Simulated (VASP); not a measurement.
OSZICAR of a VASP run on MoTe₂ (2H layered):

### OSZICAR
```
       N       E                     dE             d eps       ncg     rms          rms(c)
DAV:   1     0.388793622685E+03    0.38879E+03   -0.19563E+04 17556   0.405E+02
DAV:   2    -0.219634455907E+02   -0.41076E+03   -0.39270E+03 19651   0.151E+02
DAV:   3    -0.372000695946E+02   -0.15237E+02   -0.14989E+02 19976   0.286E+01
DAV:   4    -0.373846218464E+02   -0.18455E+00   -0.18447E+00 19616   0.310E+00
DAV:   5    -0.373888544966E+02   -0.42327E-02   -0.42325E-02 19647   0.458E-01    0.207E+01
DAV:   6    -0.366538814251E+02    0.73497E+00   -0.22506E+00 18809   0.519E+00    0.929E+00
DAV:   7    -0.365975236577E+02    0.56358E-01   -0.26083E+00 17874   0.417E+00    0.662E+00
DAV:   8    -0.360643241541E+02    0.53320E+00   -0.55179E-01 18275   0.249E+00    0.120E+00
DAV:   9    -0.360641753478E+02    0.14881E-03   -0.48053E-02 19436   0.443E-01    0.863E-01
DAV:  10    -0.360639045817E+02    0.27077E-03   -0.90661E-04 19158   0.769E-02    0.617E-01
DAV:  11    -0.360639608704E+02   -0.56289E-04   -0.32645E-04 19367   0.602E-02    0.306E-01
DAV:  12    -0.360639296501E+02    0.31220E-04   -0.23033E-04 18833   0.425E-02    0.909E-02
DAV:  13    -0.360639404604E+02   -0.10810E-04   -0.12479E-05 19620   0.101E-02    0.470E-02
DAV:  14    -0.360639407470E+02   -0.28660E-06   -0.13645E-06 19478   0.284E-03    0.215E-02
DAV:  15    -0.360639422184E+02   -0.14714E-05   -0.37840E-07 17791   0.152E-03    0.914E-03
DAV:  16    -0.360639425961E+02   -0.37766E-06   -0.14676E-07 18742   0.923E-04    0.158E-03
DAV:  17    -0.360639426114E+02   -0.15268E-07   -0.81265E-09 10772   0.193E-04
   1 F= -.36063943E+02 E0= -.36063943E+02  d E =-.295512E-15
 imaginary and real dielectric function
```

### Question
Which electronic solver shows in the log?

### Answer
It is blocked Davidson (ALGO = Normal, or the opening steps of other solvers). The INCAR had ALGO = Normal.

### Question
Can the final energy be trusted as converged?

### Answer
Self-consistency was reached. It stopped with EDIFF = 1E-7, NELM = 100 (PBE GGA, plane waves, VASP's PBE PAW potentials (set 64)). Without a dispersion term in the relaxation, distances and binding between the weakly bound layers, chains or molecules are unreliable, and so is what depends on them.

The compound is MoTe2 in the 2H layered structure. It was relaxed first, which changed the volume by +7 %.
